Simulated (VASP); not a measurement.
Consider the following.

```
CdAs2Ge
1.0
   -2.95208     2.95208     5.58462
    2.95208    -2.95208     5.58462
    2.95208     2.95208    -5.58462
Cd Ge As
2 2 4
Cartesian
  0.00000   0.00000   0.00000
  0.00000   2.95208   2.79231
  0.00000   0.00000   5.58462
  2.95208   0.00000   2.79231
  1.32090   1.47604   6.98078
  1.47604  -1.32090   4.18847
  1.63118   1.47604   1.39616
  1.47604   4.27298  -1.39616
```

Level of theory: PBE GGA, VASP's PBE PAW potentials (set 64) (plane waves; VASP). Run with 500 eV cut-off, 5×5×5 Γ-centred mesh, Gaussian smearing of 0.050 eV, potentials Cd Ge_d As.

Energy and stress use the plane-wave basis of the starting cell.

Q: The ions, cell shape and volume at an external pressure of 10.0 GPa are relaxed. Which structure does the run end with?

A: 
```
CdAs2Ge
1.0
   -2.90286     2.90286     5.44721
    2.90286    -2.90286     5.44721
    2.90286     2.90286    -5.44721
Cd Ge As
2 2 4
Direct
  0.00000   0.00000   0.00000
  0.75000   0.25000   0.50000
  0.50000   0.50000   0.00000
  0.25000   0.75000   0.50000
  0.87500   0.84957   0.47457
  0.15043   0.62500   0.02543
  0.37500   0.40043   0.52543
  0.59957   0.12500   0.97457
```
Space group I-42d (122), at a tolerance of 0.03 Å.

Q: How do energy and volume change from the first to the last step?

A: The energy (σ→0) changes by +63.6 meV/atom and the volume by -5.7 %, in 7 ionic steps.

The compound is CdGeAs2 in the chalcopyrite structure. This run relaxes it under an external pressure of 10 GPa. Symmetry was kept, so distortions that lower it aren't found.
